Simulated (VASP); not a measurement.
# InSe: input slips in a relaxation and what they do, part 2 of 2

Aim: see how common mistakes in a VASP relaxation show up, on InSe. The starting structure is a computed structure from the Materials Project. The first relaxation on each setting starts from this cell expanded by 3 % in volume.

VASP 6.6.1.

Results so far: reference 29.56 Å³ an atom.

### Step 4. Relaxation with a loose energy criterion for the relaxation

Level of this step: PBEsol; plane waves and PAW (In_d, Se) (VASP).

A slip made on purpose: a loose energy criterion for the relaxation. Against step 2 the input has EDIFFG = 0.1 (also changed: NELM).

The input, INCAR:

```
SYSTEM = InSe
PREC = Accurate
ENCUT = 450
EDIFF = 1E-06
NELM = 60
ISMEAR = 0
SIGMA = 0.03
LREAL = .FALSE.
ALGO = Normal
GGA = PS
NBANDS = 47
LORBIT = 11
LWAVE = .FALSE.
LCHARG = .FALSE.
KPAR = 8
IBRION = 2
NSW = 50
ISIF = 3
EDIFFG = 0.1
```

The input, POSCAR:

```
InSe
1.0
    4.0817539402      0.0000000000      0.0000000000
   -2.0408769700      3.5349026042      0.0000000000
    0.0000000000      0.0000000000     17.6010134686
In Se
4 4
Direct
    0.3333333333      0.6666666667      0.1696960400
    0.6666666667      0.3333333333      0.6696960400
    0.6666666667      0.3333333333      0.8303039600
    0.3333333333      0.6666666667      0.3303039600
    0.3333333333      0.6666666667      0.9026752400
    0.6666666667      0.3333333333      0.4026752400
    0.6666666667      0.3333333333      0.0973247600
    0.3333333333      0.6666666667      0.5973247600
```

The input, KPOINTS:

```
Automatic mesh
0
Gamma
6 6 2
0 0 0
```

Potentials, in the order of the species: In_d and Se (PBE family, release 64).

Command:

```console
$ mpirun -np 8 vasp_std
```

What it wrote:

```text
[... set-up lines as in an earlier step ...]
 entering main loop
       N       E                     dE             d eps       ncg     rms          rms(c)
[... 4 cycles as in an earlier step ...]
DAV:   5    -0.320468480476E+02   -0.27279E+00   -0.27266E+00  1678   0.949E+00    0.922E+00
DAV:   6    -0.311519570026E+02    0.89489E+00   -0.15312E+00  1741   0.170E+01    0.529E+00
DAV:   7    -0.311067241110E+02    0.45233E-01   -0.88781E-01  1923   0.561E+00    0.132E+00
DAV:   8    -0.310976454861E+02    0.90786E-02   -0.93160E-02  1877   0.300E+00    0.922E-01
[...]
DAV:  12    -0.310984961538E+02    0.21609E-04   -0.78197E-05  1832   0.776E-02    0.234E-02
DAV:  13    -0.310985058010E+02   -0.96472E-05   -0.22914E-05  1872   0.286E-02    0.158E-02
DAV:  14    -0.310985066976E+02   -0.89658E-06   -0.34042E-06  1240   0.204E-02
   1 F= -.31098507E+02 E0= -.31098507E+02  d E =-.310985E+02
[...]
N       E                     dE             d eps       ncg     rms          rms(c)
[...]
2 F= -.31150924E+02 E0= -.31150924E+02  d E =-.524176E-01
 trial-energy change:   -0.052418  1 .order   -0.048388   -0.170516    0.073740
 step:   0.7181(harm=  0.6981)  dis= 0.00664  next Energy=   -31.161226 (dE=-0.627E-01)
[...]
N       E                     dE             d eps       ncg     rms          rms(c)
DAV:   1    -0.313236046745E+02   -0.17268E+00   -0.43962E+00  1702   0.261E+01    0.256E+00
DAV:   2    -0.311865518431E+02    0.13705E+00   -0.31761E-01  1709   0.784E+00    0.922E-01
DAV:   3    -0.311623296279E+02    0.24222E-01   -0.81059E-02  1794   0.361E+00    0.439E-01
DAV:   4    -0.311620772464E+02    0.25238E-03   -0.40641E-03  1379   0.388E-01    0.288E-01
DAV:   5    -0.311613553307E+02    0.72192E-03   -0.71178E-04  1747   0.362E-01    0.160E-01
DAV:   6    -0.311612328661E+02    0.12246E-03   -0.24579E-04  1633   0.920E-02    0.743E-02
DAV:   7    -0.311612296661E+02    0.32000E-05   -0.40379E-05  1661   0.568E-02    0.231E-02
DAV:   8    -0.311612249362E+02    0.47299E-05   -0.85474E-06  1805   0.292E-02    0.906E-03
DAV:   9    -0.311612248216E+02    0.11462E-06   -0.82207E-07   862   0.605E-03
   3 F= -.31161225E+02 E0= -.31161225E+02  d E =-.627181E-01
[...]
reached required accuracy - stopping structural energy minimisation
```

The job ended after 57 s (8 MPI ranks of AMD EPYC 7R13 (Zen 3), shared host; peak memory 3 GiB; 7.5 min of CPU time).

Parts of OUTCAR (step 4):

```text
  Total       -0.0854473     -0.0854473     -0.1318599     -0.0000000      0.0000000      0.0000000
  in kB       -0.5606480     -0.5606480     -0.8651766     -0.0000000      0.0000000      0.0000000
  external PRESSURE =      -0.6621576 kB  Pullay stress =       0.0000000 kB

 POSITION                                       TOTAL-FORCE (eV/Angst)
 -----------------------------------------------------------------------------------
     -0.00000      2.32476      2.95088         0.000000     -0.000000      0.179037
      2.01330      1.16238     11.64607        -0.000000      0.000000      0.179037
      2.01330      1.16238     14.43949        -0.000000      0.000000     -0.179037
     -0.00000      2.32476      5.74431         0.000000     -0.000000     -0.179037
     -0.00000      2.32476     15.69135        -0.000000      0.000000      0.135836
      2.01330      1.16238      6.99616        -0.000000     -0.000000      0.135836
      2.01330      1.16238      1.69903        -0.000000     -0.000000     -0.135836
     -0.00000      2.32476     10.39421        -0.000000      0.000000     -0.135836
 -----------------------------------------------------------------------------------
    total drift:                                0.000000     -0.000000      0.000000

  FREE ENERGIE OF THE ION-ELECTRON SYSTEM (eV)
  ---------------------------------------------------
  free  energy   TOTEN  =       -31.1612248216 eV

  energy  without entropy=      -31.1612248216  energy(sigma->0) =      -31.16122482

[... 2 parts as in an earlier step ...]

[... 2 further parts left out ...]
[key lines of the parts left out:]
E-fermi :   3.6301
```

With a loose energy criterion for the relaxation the cell ends at 30.523 Å³ an atom, +3.26 % from the reference, a by +0.4 % and c by +2.4 %.

### Step 5. Relaxation with a functional's name that the tag doesn't take

A slip made on purpose: a functional's name that the tag doesn't take. Against step 2 the input has GGA = PBESOL (also changed: NELM).

Edit INCAR of step 4 so:

```diff
@@ -9,3 +9,3 @@
 ALGO = Normal
-GGA = PS
+GGA = PBESOL
 NBANDS = 47
@@ -18,2 +18,2 @@
 ISIF = 3
-EDIFFG = 0.1
+EDIFFG = -0.006
```

POSCAR is that of step 4.

KPOINTS is that of step 4.

Command:

```console
$ mpirun -np 8 vasp_std
```

What it wrote:

```text
[banner, memory and clock lines left out]
running    8 mpi-ranks, on    1 nodes
[...]
|                                                                             |
|           W    W    AA    RRRRR   N    N  II  N    N   GGGG   !!!           |
|           W    W   A  A   R    R  NN   N  II  NN   N  G    G  !!!           |
|           W    W  A    A  R    R  N N  N  II  N N  N  G       !!!           |
|           W WW W  AAAAAA  RRRRR   N  N N  II  N  N N  G  GGG   !            |
|           WW  WW  A    A  R   R   N   NN  II  N   NN  G    G                |
|           W    W  A    A  R    R  N    N  II  N    N   GGGG   !!!           |
|                                                                             |
|     For optimal performance we recommend to set                             |
|       NCORE = 2 up to number-of-cores-per-socket                            |
|     NCORE specifies how many cores store one orbital (NPAR=cpu/NCORE).      |
|     This setting can greatly improve the performance of VASP for DFT.       |
[...]
|     calculations (for HF NCORE is supported but not extensively tested      |
|     yet).                                                                   |
|                                                                             |

|                                                                             |
|     EEEEEEE  RRRRRR   RRRRRR   OOOOOOO  RRRRRR      ###     ###     ###     |
|     E        R     R  R     R  O     O  R     R     ###     ###     ###     |
|     E        R     R  R     R  O     O  R     R     ###     ###     ###     |
|     EEEEE    RRRRRR   RRRRRR   O     O  RRRRRR       #       #       #      |
|     E        R   R    R   R    O     O  R   R                               |
|     E        R    R   R    R   O     O  R    R      ###     ###     ###     |
|     EEEEEEE  R     R  R     R  OOOOOOO  R     R     ###     ###     ###     |
|                                                                             |
|     Error: One of the selected functionals does not exist.                  |
|                                                                             |
|       ---->  I REFUSE TO CONTINUE WITH THIS SICK JOB ... BYE!!! <----       |
|                                                                             |

1
1
1
1
1
1
1
1
```

The job ended after 5.6 s (8 MPI ranks).

VASP stopped with this message: “Error: One of the selected functionals does not exist”.

### Step 6. Relaxation with a leftover external pressure of 100 kbar

A slip made on purpose: a leftover external pressure of 100 kbar. Against step 2 the input has PSTRESS = 100 (also changed: NELM).

Edit INCAR of step 5 so:

```diff
@@ -9,3 +9,3 @@
 ALGO = Normal
-GGA = PBESOL
+GGA = PS
 NBANDS = 47
@@ -19 +19,2 @@
 EDIFFG = -0.006
+PSTRESS = 100
```

POSCAR is that of step 5.

KPOINTS is that of step 5.

Command:

```console
$ mpirun -np 8 vasp_std
```

What it wrote:

```text
[... set-up lines as in an earlier step ...]
 entering main loop
       N       E                     dE             d eps       ncg     rms          rms(c)
[... 14 cycles as in an earlier step ...]
   1 F= -.15247700E+02 E0= -.15247700E+02  d E =-.152477E+02
[... from here on, the cycles between the ionic steps are left out ...]
   2 F= -.15043276E+02 E0= -.15043276E+02  d E =0.204425E+00
   3 F= -.17133119E+02 E0= -.17133119E+02  d E =-.188542E+01
   4 F= -.17135143E+02 E0= -.17135143E+02  d E =-.188744E+01
   5 F= -.17483699E+02 E0= -.17483699E+02  d E =-.348557E+00
   6 F= -.17517725E+02 E0= -.17517725E+02  d E =-.382582E+00
   7 F= -.17752117E+02 E0= -.17752117E+02  d E =-.234392E+00
   8 F= -.17957610E+02 E0= -.17957610E+02  d E =-.439886E+00
   9 F= -.18051581E+02 E0= -.18051581E+02  d E =-.939704E-01
  10 F= -.18056541E+02 E0= -.18056541E+02  d E =-.989309E-01
  11 F= -.18131247E+02 E0= -.18131247E+02  d E =-.747059E-01
  12 F= -.18155798E+02 E0= -.18155798E+02  d E =-.992570E-01
  13 F= -.18156275E+02 E0= -.18156275E+02  d E =-.997337E-01
  14 F= -.18166350E+02 E0= -.18166350E+02  d E =-.100756E-01
  15 F= -.18166380E+02 E0= -.18166380E+02  d E =-.101049E-01
  16 F= -.18167847E+02 E0= -.18167847E+02  d E =-.146679E-02
  17 F= -.18168851E+02 E0= -.18168851E+02  d E =-.247145E-02
  18 F= -.18168709E+02 E0= -.18168709E+02  d E =0.141906E-03
  19 F= -.18169065E+02 E0= -.18169065E+02  d E =-.213763E-03
  20 F= -.18169065E+02 E0= -.18169065E+02  d E =-.213842E-03
  21 F= -.18169007E+02 E0= -.18169007E+02  d E =-.156040E-03
  22 F= -.18169063E+02 E0= -.18169063E+02  d E =-.211813E-03
  23 F= -.18169076E+02 E0= -.18169076E+02  d E =-.133095E-04
 trial-energy change:   -0.000013  1 .order   -0.000011   -0.000016   -0.000007
 step:   1.7904(harm=  1.7904)  dis= 0.00061  next Energy=   -18.169078 (dE=-0.146E-04)
 reached required accuracy - stopping structural energy minimisation
```

Run time: 5.3 min. Hardware: 8 MPI ranks; peak memory 3.2 GiB.

Parts of OUTCAR (step 6):

```text
  Total       11.9547632     11.9547632     11.9253988      0.0000000      0.0000000     -0.0000000
  in kB      100.0951932    100.0951932     99.8493301      0.0000000      0.0000000     -0.0000000
  external PRESSURE =       0.0132389 kB  Pullay stress =     100.0000000 kB

 POSITION                                       TOTAL-FORCE (eV/Angst)
 -----------------------------------------------------------------------------------
     -0.00000      2.17021      2.58278         0.000000     -0.000000     -0.003572
      1.87946      1.08510     10.40182        -0.000000      0.000000     -0.003572
      1.87946      1.08510     13.05531        -0.000000      0.000000      0.003572
     -0.00000      2.17021      5.23627         0.000000     -0.000000      0.003572
     -0.00000      2.17021     14.41813        -0.000000      0.000000      0.000668
      1.87946      1.08510      6.59908         0.000000     -0.000000      0.000668
      1.87946      1.08510      1.21996         0.000000      0.000000     -0.000668
     -0.00000      2.17021      9.03901        -0.000000      0.000000     -0.000668
 -----------------------------------------------------------------------------------
    total drift:                                0.000000     -0.000000      0.000000

  FREE ENERGIE OF THE ION-ELECTRON SYSTEM (eV)
  ---------------------------------------------------
  free  energy   TOTEN  =       -30.1124702245 eV

  energy  without entropy=      -30.1124702245  energy(sigma->0) =      -30.11247022

[... 2 parts as in an earlier step ...]

[... 2 further parts left out ...]
[key lines of the parts left out:]
E-fermi :   6.0652
```

With a leftover external pressure of 100 kbar the cell ends at 23.919 Å³ an atom, -19.08 % from the reference.

### Step 7. The runs compared

| run | ended | volume (Å³/atom) | change (%) | pressure left (GPa) | core minutes |
| --- | --- | --- | --- | --- | --- |
| reference | converged | 29.558 | - | -0.01 | 56.7 |
| too few electronic steps | not converged | - | - | - | 32.3 |
| a loose energy criterion for the relaxation | converged | 30.523 | 3.26 | -0.07 | 7.6 |
| a functional's name that the tag doesn't take | stopped by VASP | - | - | - | 0.747 |
| a leftover external pressure of 100 kbar | converged | 23.919 | -19.08 | 10.0 | 42.0 |

Core minutes are wall time times ranks, summed over the relaxations behind a row (those for a bulk modulus apart), on shared hosts.

### Step 8. Outcome

```
volume of the reference                                                   : 29.56 Å³/atom
volume against the reference, a loose energy criterion for the relaxation : +3.26 %
volume against the reference, a leftover external pressure of 100 kbar    : -19.08 %
run with too few electronic steps                                         : not converged
run with a functional's name that the tag doesn't take                    : stopped by VASP
```

**Reading.** VASP stopped by itself in the run with a functional's name that the tag doesn't take. The run with too few electronic steps didn't converge. Finished, but with signs in the output that stand out against the reference: a loose energy criterion for the relaxation, with the volume changed by +3.3 %, a by +0.4 % and c by +2.4 % (signs: forces of up to 0.18 eV/Å); a leftover external pressure of 100 kbar, with the volume changed by -19.1 % (signs: the Pulay stress that OUTCAR prints, which here is the typed pressure). The reference was restarted once and the runs with a slip weren't, so their cells may not have settled fully. Further runs on this material are not shown.

[Lines on the potential files, build, host, timing and source positions are cut from VASP's logs without a mark.]

[Logs are printed without paths, hosts, clocks, repeated set-up lines and the standing remarks that a program may print on its own settings, such as how far it seeks lower states.]

[Hosts, paths, dates, database ids (printed as entryN), source tags and the programs' standing remarks are cut or masked in the printed files.]
